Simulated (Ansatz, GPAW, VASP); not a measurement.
# Al2CdS4 (I-4, 7 atoms in the cell) computed with different codes at matched settings

Self-consistent single point.

```
CELL_PARAMETERS angstrom
     -2.79486     2.79486     5.08607
      2.79486    -2.79486     5.08607
      2.79486     2.79486    -5.08607
ATOMIC_POSITIONS crystal
  Al 0.75000 0.25000 0.50000
  Al 0.50000 0.50000 0.00000
  Cd 0.00000 0.00000 0.00000
  S  0.60110 0.14559 0.01519
  S  0.85441 0.86960 0.45551
  S  0.13040 0.58591 0.98481
  S  0.41409 0.39890 0.54449
```

Shared settings, as Ansatz (a program for electronic structure) writes them: kpoints.mp_grid.grid = 3 3 3; scf.occupations.method = fixed. Potentials and cutoffs stand in the table.

```
code                                                    model  pressure (GPa)  largest force (eV/Å)  gap on the mesh (eV)  cutoff
------  -----------------------------------------------------  --------------  --------------------  --------------------  ------
VASP               PBEsol, VASP's PBE PAW potentials (set 64)           -0.65                 0.177                     –  300 eV
Ansatz                        PBEsol, PAW files made with PBE           -0.59                 0.189                 2.743  420 eV
GPAW    PBEsol, GPAW PAW datasets PBEsol (made by gpaw-setup)           -0.52                 0.232                 2.739  550 eV
```

A dash marks a value that a program does not give, or that is left out as unsure.

No gap is tabulated for VASP: it is not read from that output, or partly filled or unconverged empty levels leave it unsure.

Gaps are read on the mesh.

The spread over the programs that give each value: pressure within 0.13 GPa; largest force within 0.055 eV/Å; gap on the mesh within 0.004 eV.

Ansatz's pressure is given at a fixed set of plane waves, as the other plane-wave codes print theirs.

On the base mesh (6 6 6) the same programs gave: GPAW pressure -0.51 GPa, gap on the mesh 2.691 eV; Ansatz pressure -0.59 GPa, gap on the mesh 2.696 eV; VASP pressure -0.65 GPa.

VASP's run is marked for a possible Pulay error in its stress at this cutoff; no cutoff test was made.

VASP ran the fixed occupations as a Gaussian smearing of 0.01 eV.

The starting cell comes from a database of computed structures (which also holds hypothetical and non-ambient phases and stackings), without a prior relaxation at this level.

Left out of this page: Quantum ESPRESSO and SIESTA (not drawn, or without a comparable value); ABINIT (failed or unconverged); CP2K (on another mesh).

Keys are those of Ansatz 0.2.
